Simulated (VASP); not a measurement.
All values below come from PBEsol GGA, VASP's PBE PAW potentials (set 64) (plane waves; VASP).

VASP ran on this input.

INCAR:
```
! general
SYSTEM  = BaTiO3
PREC    = Accurate
ENCUT   = 520
LREAL   = .FALSE.
LASPH   = .TRUE.

! electronic loop
EDIFF   = 1E-6
NELM    = 100
ALGO    = Normal
LMAXMIX = 4

! smearing
ISMEAR  = 0
SIGMA   = 0.05

! functional
GGA     = PS

! ions
IBRION  = 2
NSW     = 60
ISIF    = 3
EDIFFG  = -0.02

! output
LWAVE   = .FALSE.
LCHARG  = .FALSE.
```

### POSCAR
```
BaTiO3
1.0
  3.9640241646   0.0000000000   0.0000000000
  0.0000000000   3.9640241646   0.0000000000
  0.0000000000   0.0000000000   4.0857995244
Ba Ti O
1 1 3
Cartesian
  1.9820120823   1.9820120823   2.3818589050
  0.0000000000   3.9640241646   0.4112468306
  0.0000000000   1.9820120823   0.2591611807
  1.9820120823   0.0000000000   0.2591611807
  3.9640241646   0.0000000000   2.2452183982
```

KPOINTS:
```
Automatic mesh
0
gamma
  5 5 5
```

POTCAR, in this order: Ba_sv Ti_sv O (PBE.64 set). Program: vasp_std.

The run wrote:

**OSZICAR**
```
       N       E                     dE             d eps       ncg     rms          rms(c)
DAV:   1     0.441849098864E+03    0.44185E+03   -0.20108E+04   864   0.176E+03
DAV:   2    -0.113643265508E+01   -0.44299E+03   -0.43627E+03  1040   0.477E+02
DAV:   3    -0.502522377828E+02   -0.49116E+02   -0.45866E+02  1280   0.146E+02
DAV:   4    -0.520052183644E+02   -0.17530E+01   -0.17520E+01  1216   0.270E+01
DAV:   5    -0.520409746578E+02   -0.35756E-01   -0.35754E-01  1200   0.334E+00    0.240E+01
DAV:   6    -0.422046759240E+02    0.98363E+01   -0.69766E+01  1368   0.775E+01    0.103E+01
DAV:   7    -0.421610586952E+02    0.43617E-01   -0.11215E+01  1160   0.249E+01    0.694E+00
DAV:   8    -0.420096468731E+02    0.15141E+00   -0.14160E+00  1160   0.119E+01    0.237E+00
DAV:   9    -0.420113043710E+02   -0.16575E-02   -0.20235E-01  1080   0.346E+00    0.102E+00
DAV:  10    -0.420047235131E+02    0.65809E-02   -0.81567E-02  1192   0.245E+00    0.555E-01
DAV:  11    -0.420016806765E+02    0.30428E-02   -0.29028E-02  1280   0.128E+00    0.151E-01
DAV:  12    -0.420013395608E+02    0.34112E-03   -0.27314E-03  1056   0.499E-01    0.388E-02
DAV:  13    -0.420014589958E+02   -0.11943E-03   -0.85377E-04  1248   0.263E-01    0.893E-02
DAV:  14    -0.420013426906E+02    0.11631E-03   -0.58345E-04  1176   0.192E-01    0.670E-03
DAV:  15    -0.420013444992E+02   -0.18085E-05   -0.18364E-05   984   0.337E-02    0.912E-03
DAV:  16    -0.420013443423E+02    0.15686E-06   -0.71029E-07   616   0.612E-03
   1 F= -.42001344E+02 E0= -.42001344E+02  d E =-.420013E+02
       N       E                     dE             d eps       ncg     rms          rms(c)
DAV:   1    -0.420015432256E+02   -0.19873E-03   -0.20972E-02   992   0.163E+00    0.109E-01
DAV:   2    -0.420014882363E+02    0.54989E-04   -0.17858E-03   936   0.347E-01    0.546E-02
DAV:   3    -0.420014474779E+02    0.40758E-04   -0.26052E-04  1328   0.110E-01    0.253E-02
DAV:   4    -0.420014359920E+02    0.11486E-04   -0.59296E-05  1376   0.672E-02    0.152E-02
DAV:   5    -0.420014359372E+02    0.54785E-07   -0.85458E-06  1224   0.255E-02
   2 F= -.42001436E+02 E0= -.42001436E+02  d E =-.915949E-04
       N       E                     dE             d eps       ncg     rms          rms(c)
DAV:   1    -0.420024282922E+02   -0.99230E-03   -0.18843E-01   992   0.489E+00    0.325E-01
DAV:   2    -0.420019339244E+02    0.49437E-03   -0.15994E-02   936   0.104E+00    0.163E-01
DAV:   3    -0.420015724479E+02    0.36148E-03   -0.23535E-03  1320   0.330E-01    0.752E-02
DAV:   4    -0.420014703030E+02    0.10214E-03   -0.53170E-04  1352   0.201E-01    0.459E-02
DAV:   5    -0.420014670094E+02    0.32936E-05   -0.77265E-05  1288   0.763E-02    0.207E-02
DAV:   6    -0.420014700209E+02   -0.30115E-05   -0.18861E-05  1344   0.284E-02    0.103E-02
DAV:   7    -0.420014717958E+02   -0.17749E-05   -0.24817E-06  1000   0.130E-02    0.194E-03
DAV:   8    -0.420014719723E+02   -0.17644E-06   -0.21128E-07   464   0.397E-03
   3 F= -.42001472E+02 E0= -.42001472E+02  d E =-.127630E-03
```

File OUTCAR:
```
------------------------ aborting loop because EDIFF is reached ----------------------------------------
  FORCE on cell =-STRESS in cart. coord.  units (eV):
  Direction    XX          YY          ZZ          XY          YZ          ZX
  --------------------------------------------------------------------------------------
  Total        0.0771741      0.0771741      0.0841460      0.0000000      0.0000000      0.0000000
  in kB        1.9309847      1.9309847      2.1054275      0.0000000      0.0000000      0.0000000
  external PRESSURE =       1.9891323 kB  Pullay stress =       0.0000000 kB
  volume of cell :       64.03
      direct lattice vectors                 reciprocal lattice vectors
     3.964850336  0.000000000  0.000000000     0.252216330  0.000000000  0.000000000
     0.000000000  3.964850336  0.000000000     0.000000000  0.252216330  0.000000000
     0.000000000 -0.000000000  4.073333406     0.000000000  0.000000000  0.245499177
 POSITION                                       TOTAL-FORCE (eV/Angst)
 -----------------------------------------------------------------------------------
      1.98243      1.98243      2.37648         0.000000      0.000000     -0.019623
      0.00000     -0.00000      0.40622         0.000000      0.000000     -0.014330
      0.00000      1.98243      0.25717        -0.000000     -0.000000      0.010472
      1.98243     -0.00000      0.25717         0.000000     -0.000000      0.010472
      0.00000     -0.00000      2.24266         0.000000     -0.000000      0.013008
 -----------------------------------------------------------------------------------
    total drift:                                0.000000     -0.000000      0.000193
  FREE ENERGIE OF THE ION-ELECTRON SYSTEM (eV)
  ---------------------------------------------------
  free  energy   TOTEN  =       -42.0014719723 eV

  energy  without entropy=      -42.0014719723  energy(sigma->0) =      -42.00147197

 reached required accuracy - stopping structural energy minimisation
```
(Selected blocks of OUTCAR.)

### CONTCAR
```
BaTiO3
   1.00000000000000
     3.9648503360850622    0.0000000000000000    0.0000000000000000
     0.0000000000000000    3.9648503360850622    0.0000000000000000
     0.0000000000000000   -0.0000000000000000    4.0733334061024857
  Ba              Ti              O
     1     1     3
Direct
     0.5000000000000000    0.5000000000000000    0.5834235851397391
     0.0000000000000000    0.0000000000000000    0.0997263216901498
     0.0000000000000000    0.5000000000000000    0.0631342092363963
     0.5000000000000000    0.0000000000000000    0.0631342092363963
     0.0000000000000000    0.0000000000000000    0.5505716746973146
```

The structure comes from a computed database's BaTiO3 entry (P4mm); how it stands against other phases isn't given here. This run relaxes it. Symmetry was kept, so distortions that lower it aren't found. The start is the result of an earlier pass.
